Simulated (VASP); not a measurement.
Computed with PBE GGA, VASP's PBE PAW potentials (set 64) (plane waves; VASP).

A VASP calculation is set up with these files.

### KPOINTS
```
Automatic mesh
0
Gamma
4 4 4
0 0 0
```

**INCAR**
```
SYSTEM  =  Hg4SSe3
PREC  =  Accurate; ENCUT  =  400; LREAL  =  .FALSE.
LASPH  =  .TRUE.
EDIFF  =  1E-6; NELM  =  100; ALGO  =  Normal
LMAXMIX  =  6
ISMEAR  =  0; SIGMA  =  0.05
GGA  =  PE
LWAVE  =  .FALSE.; LCHARG  =  .TRUE.
```

File POSCAR:
```
Hg4SSe3
1
    6.2023577550     0.0000000000     0.0000000000
    0.0000000000     6.2023577550    -0.0000000000
    0.0000000000     0.0000000000     6.2023577550
Hg Se S
4 3 1
Direct
  0.0060790871   0.9939209129   0.9939209129
  0.4939209129   0.5060790871   0.9939209129
  0.4939209129   0.9939209129   0.5060790871
  0.0060790871   0.5060790871   0.5060790871
  0.2500000000   0.2500000000   0.2500000000
  0.7500000000   0.7500000000   0.2500000000
  0.7500000000   0.2500000000   0.7500000000
  0.2500000000   0.7500000000   0.7500000000
```

POTCAR, in this order: Hg Se S (PBE.64 set). Program: vasp_std.

The run wrote:

**OUTCAR**
```
 ion  position               nearest neighbor table
   1  0.006  0.994  0.994-   8 2.62   6 2.71   7 2.71   5 2.71
   2  0.494  0.506  0.994-   8 2.62   6 2.71   7 2.71   5 2.71
   3  0.494  0.994  0.506-   8 2.62   6 2.71   7 2.71   5 2.71
   4  0.006  0.506  0.506-   8 2.62   6 2.71   7 2.71   5 2.71
   5  0.250  0.250  0.250-   1 2.71   2 2.71   3 2.71   4 2.71
   6  0.750  0.750  0.250-   1 2.71   2 2.71   3 2.71   4 2.71
   7  0.750  0.250  0.750-   1 2.71   2 2.71   3 2.71   4 2.71
   8  0.250  0.750  0.750-   1 2.62   2 2.62   3 2.62   4 2.62
  LATTYP: Found a simple cubic cell.
 ALAT       =     6.2023577550
 Subroutine PRICEL returns:
 Original cell was already a primitive cell.
 Subroutine GETGRP returns: Found 24 space group operations
The static configuration has the point symmetry C_3v.
 The point group associated with its full space group is T_d .
The dynamic configuration has the point symmetry C_3v.
 Subroutine INISYM returns: Found 24 space group operations
 Subroutine IBZKPT returns following result:
 Found     10 irreducible k-points:

 Following reciprocal coordinates:
            Coordinates               Weight
  0.000000  0.000000  0.000000      1.000000
  0.250000  0.000000  0.000000      6.000000
...
```

File OSZICAR:
```
       N       E                     dE             d eps       ncg     rms          rms(c)
DAV:   1     0.463612744855E+03    0.46361E+03   -0.29156E+04   860   0.121E+03
DAV:   2     0.126497296658E+02   -0.45096E+03   -0.44006E+03   973   0.319E+02
DAV:   3    -0.177270874738E+02   -0.30377E+02   -0.30174E+02   996   0.788E+01
DAV:   4    -0.181609676830E+02   -0.43388E+00   -0.43275E+00   965   0.939E+00
DAV:   5    -0.181668769735E+02   -0.59093E-02   -0.59073E-02   963   0.110E+00    0.148E+01
DAV:   6    -0.167884749688E+02    0.13784E+01   -0.33432E+00  1064   0.153E+01    0.115E+01
DAV:   7    -0.168091298510E+02   -0.20655E-01   -0.13949E+00   893   0.486E+00    0.505E+00
DAV:   8    -0.167963588859E+02    0.12771E-01   -0.21935E-01  1040   0.354E+00    0.705E-01
DAV:   9    -0.167920268409E+02    0.43320E-02   -0.34897E-02  1057   0.156E+00    0.175E-01
DAV:  10    -0.167921904652E+02   -0.16362E-03   -0.20437E-03   902   0.200E-01    0.101E-01
DAV:  11    -0.167922059402E+02   -0.15475E-04   -0.28702E-04  1036   0.856E-02    0.691E-02
DAV:  12    -0.167922521460E+02   -0.46206E-04   -0.47033E-05   907   0.333E-02    0.286E-02
DAV:  13    -0.167922645729E+02   -0.12427E-04   -0.43744E-05   960   0.492E-02    0.955E-03
DAV:  14    -0.167922645578E+02    0.15111E-07   -0.77252E-06   905   0.197E-02
   1 F= -.16792265E+02 E0= -.16791662E+02  d E =-.120517E-02
```

### OUTCAR
```
------------------------ aborting loop because EDIFF is reached ----------------------------------------
  FORCE on cell =-STRESS in cart. coord.  units (eV):
  Direction    XX          YY          ZZ          XY          YZ          ZX
  --------------------------------------------------------------------------------------
  Total       -0.0215694     -0.0215694     -0.0215694     -0.0000000      0.0000000      0.0000000
  in kB       -0.1448363     -0.1448363     -0.1448363     -0.0000000      0.0000000      0.0000000
  external PRESSURE =      -0.1448363 kB  Pullay stress =       0.0000000 kB
  volume of cell :      238.60
      direct lattice vectors                 reciprocal lattice vectors
     6.202357755  0.000000000  0.000000000     0.161229010  0.000000000  0.000000000
     0.000000000  6.202357755  0.000000000     0.000000000  0.161229010  0.000000000
     0.000000000  0.000000000  6.202357755     0.000000000  0.000000000  0.161229010
 POSITION                                       TOTAL-FORCE (eV/Angst)
 -----------------------------------------------------------------------------------
      0.03770      6.16465      6.16465        -0.001785      0.001785      0.001785
      3.06347      3.13888      6.16465         0.001785     -0.001785      0.001785
      3.06347      6.16465      3.13888         0.001785      0.001785     -0.001785
      0.03770      3.13888      3.13888        -0.001785     -0.001785     -0.001785
      1.55059      1.55059      1.55059        -0.000000      0.000000      0.000000
      4.65177      4.65177      1.55059        -0.000000      0.000000      0.000000
      4.65177      1.55059      4.65177        -0.000000      0.000000      0.000000
      1.55059      4.65177      4.65177        -0.000000      0.000000      0.000000
 -----------------------------------------------------------------------------------
    total drift:                                0.000000      0.000000      0.000000
  FREE ENERGIE OF THE ION-ELECTRON SYSTEM (eV)
  ---------------------------------------------------
  free  energy   TOTEN  =       -16.7922645578 eV

  energy  without entropy=      -16.7910593833  energy(sigma->0) =      -16.79166197
```
(Selected blocks of OUTCAR.)

The structure was generated: Hg4SSe3 was put into an ordered model structure (P-43m), which need not be its known phase. It was relaxed first, which changed the volume by +9 %.
